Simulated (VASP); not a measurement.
Crystal: Ir.

```
CELL_PARAMETERS angstrom
0.00000 1.92696 1.92696
1.92696 0.00000 1.92696
1.92696 1.92696 0.00000
ATOMIC_POSITIONS crystal
Ir 0.00000 0.00000 0.00000
```

* Program: VASP 6.6.1
* Task: relaxation of cell and atoms
* Functional: PBEsol
* Potentials or basis: VASP PAW PBE potentials, release 64 (Ir)
* Cutoff: 600 eV
* k mesh: 6 × 6 × 6
* Occupations: gaussian, width 0.1 eV
* Spin: no spin polarisation

At the start: pressure -5.1 GPa; volume 14.31 Å³/atom.

Problem. Where does the relaxation end?

Solution. Over 4 steps the energy falls by 3.2 meV/atom and the volume is 14.12 Å³/atom (-1.4 %); space group Fm-3m (No. 225, to 0.05 Å).

The path:
```
step  energy change (eV)  largest force (eV/Å)  pressure (GPa)  volume (Å³)
   1              0.0000                0.0000           -5.13        14.31
   2              0.0484                0.0000           23.79        13.38
   3             -0.0032                0.0000           -0.11        14.12
   4             -0.0032                0.0000           -0.01        14.12
```

Final structure:
```
Ir
1.0
     0.00000    1.91823    1.91823
     1.91823    0.00000    1.91823
     1.91823    1.91823    0.00000
Ir
1
Direct
  0.00000 0.00000 0.00000
```

Caveat: the k mesh is coarse (spacing up to 0.47 Å⁻¹), so the values aren't converged; the PAW data sets were made with another functional, which shifts forces and pressure a little.
